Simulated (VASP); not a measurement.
VASP runs on Pt₃Ti (space group Pm-3m) share one base input (PBEsol GGA, plane waves, VASP's PBE PAW potentials (set 64)) and change the settings named in each case.

### INCAR
```
ALGO  =  Normal
EDIFF  =  1E-6
ENCUT  =  300
GGA  =  PS
ISIF  =  2
ISMEAR  =  -1
LASPH  =  T
LCHARG  =  F
LMAXMIX  =  6
LREAL  =  F
LWAVE  =  F
NELM  =  100
PREC  =  Accurate
SIGMA  =  0.05
SYSTEM  =  Pt3Ti
```

### KPOINTS
```
Automatic mesh
0
Gamma
9 9 9
0 0 0
```

POSCAR:
```
Pt3Ti
1
    3.9290160000     0.0000000000     0.0000000000
    0.0000000000     3.9290160000     0.0000000000
    0.0000000000     0.0000000000     3.9290160000
Ti Pt
1 3
Direct
  0.0000000000   0.0000000000   0.0000000000
  0.0000000000   0.5000000000   0.5000000000
  0.5000000000   0.0000000000   0.5000000000
  0.5000000000   0.5000000000   0.0000000000
```

POTCAR, in this order: Ti_sv Pt (PBE.64 set). Program: vasp_std.

```tsv
change	E(σ→0) (eV/atom)	pressure (GPa)	−TS (eV)
base run	-8.1866	-6.40	-0.0123
GGA removed, POTCAR Ti_sv Pt (LDA.64 set)	-8.6405	-10.75	-0.0126
GGA_COMPAT = .FALSE., LNONCOLLINEAR = .TRUE., LSORBIT = .TRUE., MAGMOM = 0.0 0.0 0.0 0.0 0.0 0.0 0.0 0.0 0.0 0.0 0.0 0.0, program vasp_ncl	-8.4557	…	…
KPOINTS 4×4×4 Γ-centred mesh	-8.1885	-6.67	-0.0164
```

Q: What belongs in the gaps?

A: 
- GGA_COMPAT = .FALSE., LNONCOLLINEAR = .TRUE., LSORBIT = .TRUE., MAGMOM = 0.0 0.0 0.0 0.0 0.0 0.0 0.0 0.0 0.0 0.0 0.0 0.0, program vasp_ncl, pressure (GPa): -6.50
- GGA_COMPAT = .FALSE., LNONCOLLINEAR = .TRUE., LSORBIT = .TRUE., MAGMOM = 0.0 0.0 0.0 0.0 0.0 0.0 0.0 0.0 0.0 0.0 0.0 0.0, program vasp_ncl, −TS (eV): -0.0113

Energies of different potentials or functionals have different zeros.  Unless said otherwise, spin-orbit coupling is left out, though it shifts the bands of the heavy elements here. At 300 eV the pressure can carry a Pulay error.

Left out are runs that ran out of time, are held back, or changed the cell or the kind of run, fixed moments of cells without a moment, rows past the twelfth, gaps on odd meshes, pressures of charged cells and columns that move by less than the noise.

The structure is a typed Pt3Ti crystal (Pm-3m). The cell was not relaxed at this level, its lattice was scaled by up to 2.5 %.
